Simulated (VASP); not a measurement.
Data:

```
O2Si
1.0
    2.43188    -4.21215     0.00000
    2.43188     4.21215     0.00000
    0.00000     0.00000     5.38736
Si O
3 6
Direct
  0.00000   0.46412   0.33333
  0.53588   0.53588   0.00000
  0.46412   0.00000   0.66667
  0.27648   0.41098   0.22073
  0.58902   0.86550   0.88739
  0.72352   0.13450   0.44594
  0.86550   0.58902   0.11261
  0.41098   0.27648   0.77927
  0.13450   0.72352   0.55406
```

Method: LDA (Ceperley-Alder, Perdew-Zunger), VASP's LDA PAW potentials (set 64) (plane waves; VASP 6.6.1). Settings: 520 eV cut-off, 7×7×5 Γ-centred mesh, Gaussian smearing of 0.010 eV, potentials Si O.

Give the direction-averaged independent-particle dielectric function (no local fields, no excitons; a broadening of 0.1 eV leaves a tail below the gap, and fine structure carries the noise of the k-mesh).

| ħω (eV) | ε₁ | ε₂ |
|---|---|---|
| 0.00 | 2.62 | 0.00 |
| 0.50 | 2.63 | 0.00 |
| 1.00 | 2.63 | 0.00 |
| 1.50 | 2.65 | 0.00 |
| 2.00 | 2.67 | 0.01 |
| 2.60 | 2.70 | 0.01 |
| 3.10 | 2.74 | 0.01 |
| 3.60 | 2.78 | 0.01 |
| 4.10 | 2.84 | 0.01 |
| 4.60 | 2.91 | 0.02 |
| 5.20 | 3.01 | 0.02 |
| 5.70 | 3.13 | 0.03 |
| 6.20 | 3.29 | 0.04 |
| 6.70 | 3.52 | 0.07 |
| 7.30 | 3.93 | 0.27 |
| 7.80 | 4.22 | 0.77 |
| 8.30 | 4.40 | 0.92 |
| 8.80 | 4.90 | 1.58 |
| 9.30 | 4.40 | 2.87 |
| 9.90 | 3.43 | 3.46 |
| 10.40 | 2.48 | 3.35 |
| 10.90 | 2.00 | 2.91 |
| 11.40 | 2.15 | 2.64 |
| 12.00 | 1.81 | 2.72 |
ε₂ peaks at 10.1 eV (height 3.6); ε₁(0) averages 2.62, so the electronic refractive index below the gap tends to √2.62 = 1.62.

The compound is SiO2 in the quartz structure. It was relaxed first.
